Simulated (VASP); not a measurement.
Computed with r2SCAN meta-GGA, VASP's PBE PAW potentials (set 64) (plane waves; VASP).

A VASP calculation is set up with these files.

INCAR:
```
SYSTEM = Sb
PREC = Accurate
ENCUT = 500
EDIFF = 1E-6
NELM = 100
ALGO = Normal
LREAL = .FALSE.
LASPH = .TRUE.
ISMEAR = 1
SIGMA = 0.1
METAGGA = R2SCAN
LMIXTAU = .TRUE.
LMAXMIX = 4
LWAVE = .FALSE.
LCHARG = .FALSE.
IBRION = 2
ISIF = 3
NSW = 40
EDIFFG = -0.02
PSTRESS = 300
```

File POSCAR:
```
Sb
1
    3.5333881759    -2.0392180821    -0.0699970613
    3.5333881759     2.0392180821    -0.0699970613
    2.4229132082     0.0000000000     3.2829288409
Sb
2
Direct
  0.2505670439   0.2505670439   0.2505670470
  0.7494329561   0.7494329561   0.7494329530
```

**KPOINTS**
```
K-points
0
Gamma
  11 11 11
0 0 0
```

POTCAR, in this order: Sb (PBE.64 set). Program: vasp_std.

Problem. What will the output report for the number of irreducible k-points (NKPTS), largest plane-wave count, number of space-group operations, FFT grid (NGX, NGY, NGZ)?

Solution. 
```yaml
number of irreducible k-points (NKPTS): 146
largest_plane_wave_count: 1243
number_of_space_group_operations: 12
FFT grid (NGX, NGY, NGZ): 30 × 30 × 30
```

The compound is Sb in the a7 structure. This run relaxes it under an external pressure of 30 GPa. Symmetry was kept, so distortions that lower it aren't found.
